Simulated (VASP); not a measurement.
Level of theory: r2SCAN meta-GGA, VASP's PBE PAW potentials (set 64) (plane waves; VASP).

The input files of a VASP run:

KPOINTS:
```
Regular mesh
0
gamma
8 8 8
```

### POSCAR
```
MnS
1
    0.0000000000     2.6118000000     2.6118000000
    2.6118000000     0.0000000000     2.6118000000
    2.6118000000     2.6118000000     0.0000000000
Mn S
1 1
Direct
  0.0000000000   0.0000000000   0.0000000000
  0.5000000000   0.5000000000   0.5000000000
```

**INCAR**
```
SYSTEM=MnS
PREC=Accurate; ENCUT=400; LREAL=.False.
LASPH=.True.
EDIFF=1E-6; NELM=100; ALGO=Normal
LMAXMIX=4; LMIXTAU=.True.
ISMEAR=0; SIGMA=0.05
METAGGA=R2SCAN
MAGMOM=4.0 0.0
ISPIN=2
IBRION=2; NSW=60; ISIF=3
EDIFFG=-0.01
LWAVE=.False.; LCHARG=.False.; LORBIT=10
```

POTCAR, in this order: Mn_pv S (PBE.64 set). Program: vasp_std.

The resulting files:

File OUTCAR:
```
 ion  position               nearest neighbor table
   1  0.000  0.000  0.000-   2 2.61   2 2.61   2 2.61   2 2.61   2 2.61   2 2.61
   2  0.500  0.500  0.500-   1 2.61   1 2.61   1 2.61   1 2.61   1 2.61   1 2.61
  LATTYP: Found a face centered cubic cell.
 ALAT       =     5.2236000000
 Subroutine PRICEL returns:
 Original cell was already a primitive cell.
 Subroutine GETGRP returns: Found 48 space group operations
The static configuration has the point symmetry O_h .
The dynamic configuration has the point symmetry O_h .
The overall configuration has the point symmetry O_h .
 Subroutine INISYM returns: Found 48 space group operations
 Subroutine IBZKPT returns following result:
 Found     29 irreducible k-points:

 Following reciprocal coordinates:
            Coordinates               Weight
  0.000000  0.000000  0.000000      1.000000
  0.125000  0.000000  0.000000      8.000000
  0.250000  0.000000  0.000000      8.000000
  0.375000  0.000000  0.000000      8.000000
  0.500000  0.000000  0.000000      4.000000
  0.125000  0.125000  0.000000      6.000000
  0.250000  0.125000  0.000000     24.000000
  0.375000  0.125000  0.000000     24.000000
  0.500000  0.125000  0.000000     24.000000
 -0.375000  0.125000  0.000000     24.000000
 -0.250000  0.125000  0.000000     24.000000
 -0.125000  0.125000  0.000000     12.000000
  0.250000  0.250000  0.000000      6.000000
  0.375000  0.250000  0.000000     24.000000
  0.500000  0.250000  0.000000     24.000000
 -0.375000  0.250000  0.000000     24.000000
 -0.250000  0.250000  0.000000     12.000000
  0.375000  0.375000  0.000000      6.000000
  0.500000  0.375000  0.000000     24.000000
 -0.375000  0.375000  0.000000     12.000000
  0.500000  0.500000  0.000000      3.000000
  0.375000  0.250000  0.125000     24.000000
  0.500000  0.250000  0.125000     48.000000
 -0.375000  0.250000  0.125000     24.000000
  0.500000  0.375000  0.125000     24.000000
 -0.375000  0.375000  0.125000     48.000000
 -0.250000  0.375000  0.125000     24.000000
 -0.375000  0.500000  0.125000     12.000000
 -0.250000  0.500000  0.250000      6.000000
   k-points           NKPTS =     29   k-points in BZ     NKDIM =     29   number of bands    NBANDS=     15
   number of dos      NEDOS =    301   number of ions     NIONS =      2
   total plane-waves  NPLWV =  13824
   dimension x,y,z NGX =    24 NGY =   24 NGZ =   24
   dimension x,y,z NGXF=    48 NGYF=   48 NGZF=   48
   ions per type =               1   1
   PREC   = accura    normal or accurate (medium, high low for compatibility)
   ISTART =      0    job   : 0-new  1-cont  2-samecut
   ICHARG =      2    charge: 1-file 2-atom 10-const
   ISPIN  =      2    spin polarized calculation?
   LNONCOLLINEAR =      F non collinear calculations
   LSORBIT =      F    spin-orbit coupling
   INIWAV =      1    electr: 0-lowe 1-rand  2-diag
   ENCUT  =  400.0 eV  29.40 Ry    5.42 a.u.   6.02  6.02  6.02*2*pi/ulx,y,z
   NELM   =    100;   NELMIN=  2; NELMDL= -5     # of ELM steps
   EDIFF  = 0.1E-05   stopping-criterion for ELM
   LREAL  =      F    real-space projection
   NLSPLINE    = F    spline interpolate recip. space projectors
   LMAXMIX     =    4 max onsite mixed and CHGCAR
   VOSKOWN=      0    Vosko Wilk Nusair interpolation
   EDIFFG = -.1E-01   stopping-criterion for IOM
   NSW    =     60    number of steps for IOM
   NBLOCK =      1;   KBLOCK =     60    inner block; outer block
   IBRION =      2    ionic relax: 0-MD 1-quasi-New 2-CG
   NFREE  =      1    steps in history (QN), initial steepest desc. (CG)
   ISIF   =      3    stress and relaxation
   ISYM   =      2    0-nonsym 1-usesym 2-fastsym
   TEIN   =    0.0    initial temperature
   TEBEG  =    0.0;   TEEND  =   0.0 temperature during run
...
```

### OSZICAR
```
       N       E                     dE             d eps       ncg     rms          rms(c)
DAV:   1     0.113857323656E+03    0.11386E+03   -0.96109E+03  1796   0.111E+03
DAV:   2    -0.234684543330E+02   -0.13733E+03   -0.13106E+03  1887   0.318E+02
DAV:   3    -0.290542225626E+02   -0.55858E+01   -0.55614E+01  2118   0.721E+01
DAV:   4    -0.291236697759E+02   -0.69447E-01   -0.69343E-01  2111   0.827E+00
DAV:   5    -0.291251108384E+02   -0.14411E-02   -0.14410E-02  2221   0.120E+00    0.119E+01
DAV:   6    -0.246568568938E+02    0.44683E+01   -0.13646E+01  1769   0.479E+01    0.151E+01
DAV:   7    -0.248638132357E+02   -0.20696E+00   -0.11638E+00  1761   0.132E+01    0.825E+00
DAV:   8    -0.248684117792E+02   -0.45985E-02   -0.15278E-01  2027   0.490E+00    0.460E+00
DAV:   9    -0.248769003934E+02   -0.84886E-02   -0.69820E-02  1880   0.328E+00    0.710E-01
DAV:  10    -0.248767676527E+02    0.13274E-03   -0.14284E-02  1880   0.156E+00    0.313E-01
DAV:  11    -0.248769543834E+02   -0.18673E-03   -0.14730E-03  1894   0.405E-01    0.164E-01
DAV:  12    -0.248771125539E+02   -0.15817E-03   -0.33698E-04  1894   0.191E-01    0.887E-02
DAV:  13    -0.248771383798E+02   -0.25826E-04   -0.63616E-05  1950   0.812E-02    0.508E-02
DAV:  14    -0.248771616119E+02   -0.23232E-04   -0.12787E-05  1943   0.365E-02    0.171E-02
DAV:  15    -0.248771653713E+02   -0.37594E-05   -0.81058E-06  1922   0.187E-02    0.864E-03
DAV:  16    -0.248771679434E+02   -0.25721E-05   -0.61076E-07  1129   0.733E-03    0.194E-03
DAV:  17    -0.248771678420E+02    0.10141E-06   -0.38473E-08   989   0.189E-03
   1 F= -.24877168E+02 E0= -.24877004E+02  d E =-.248772E+02  mag=     4.9848
       N       E                     dE             d eps       ncg     rms          rms(c)
DAV:   1    -0.248953510452E+02   -0.18183E-01   -0.33165E-01  1740   0.866E+00    0.140E+00
DAV:   2    -0.248766201180E+02    0.18731E-01   -0.47092E-02  1740   0.367E+00    0.120E+00
DAV:   3    -0.248783627749E+02   -0.17427E-02   -0.50634E-03  1775   0.719E-01    0.313E-01
DAV:   4    -0.248779527428E+02    0.41003E-03   -0.57637E-04  1921   0.211E-01    0.176E-01
DAV:   5    -0.248777957907E+02    0.15695E-03   -0.28491E-04  1889   0.113E-01    0.877E-02
DAV:   6    -0.248778049691E+02   -0.91784E-05   -0.81949E-05  1901   0.122E-01    0.627E-02
DAV:   7    -0.248777661775E+02    0.38792E-04   -0.30010E-05  1880   0.668E-02    0.806E-03
DAV:   8    -0.248777636907E+02    0.24868E-05   -0.16138E-06  1682   0.113E-02    0.504E-03
DAV:   9    -0.248777633691E+02    0.32155E-06   -0.31980E-07   891   0.570E-03
   2 F= -.24877763E+02 E0= -.24877562E+02  d E =-.595527E-03  mag=     4.9747
```

File OUTCAR:
```
------------------------ aborting loop because EDIFF is reached ----------------------------------------
  FORCE on cell =-STRESS in cart. coord.  units (eV):
  Direction    XX          YY          ZZ          XY          YZ          ZX
  --------------------------------------------------------------------------------------
  Total        0.0106532      0.0106532      0.0106532      0.0000000      0.0000000      0.0000000
  in kB        0.4832687      0.4832687      0.4832687      0.0000000      0.0000000      0.0000000
  external PRESSURE =       0.4832687 kB  Pullay stress =       0.0000000 kB
  volume of cell :       35.32
      direct lattice vectors                 reciprocal lattice vectors
    -0.000000000  2.604095361  2.604095361    -0.192005257  0.192005257  0.192005257
     2.604095361 -0.000000000  2.604095361     0.192005257 -0.192005257  0.192005257
     2.604095361  2.604095361  0.000000000     0.192005257  0.192005257 -0.192005257
 POSITION                                       TOTAL-FORCE (eV/Angst)
 -----------------------------------------------------------------------------------
      2.60410      5.20819      2.60410         0.000000     -0.000000      0.000000
      2.60410      2.60410      2.60410        -0.000000      0.000000     -0.000000
 -----------------------------------------------------------------------------------
    total drift:                               -0.000000     -0.000000      0.000000
  FREE ENERGIE OF THE ION-ELECTRON SYSTEM (eV)
  ---------------------------------------------------
  free  energy   TOTEN  =       -24.8777633691 eV

  energy  without entropy=      -24.8773608030  energy(sigma->0) =      -24.87756209

 total charge

# of ion       s       p       d       tot
------------------------------------------
    1        0.219   6.162   4.898  11.279
    2        1.310   2.477   0.000   3.787
--------------------------------------------------
tot          1.530   8.639   4.898  15.066

 magnetization (x)

# of ion       s       p       d       tot
------------------------------------------
    1        0.051   0.037   4.405   4.493
    2        0.030   0.107   0.000   0.137
--------------------------------------------------
tot          0.080   0.145   4.405   4.630

 reached required accuracy - stopping structural energy minimisation
```
(Selected blocks of OUTCAR.)

CONTCAR:
```
MnS
   1.00000000000000
    -0.0000000000000000    2.6040953614769018    2.6040953614769018
     2.6040953614769018   -0.0000000000000000    2.6040953614769018
     2.6040953614769018    2.6040953614769018    0.0000000000000000
  Mn              S
     1     1
Direct
     1.0000000000000000    0.0000000000000000    1.0000000000000000
     0.5000000000000000    0.5000000000000000    0.5000000000000000
```

The moments were started parallel, and other spin orders were not tried in this run.

The structure comes from a measured MnS entry (Fm-3m) of the Crystallography Open Database, whose conditions weren't checked. This run relaxes it. Symmetry was kept, so distortions that lower it aren't found.
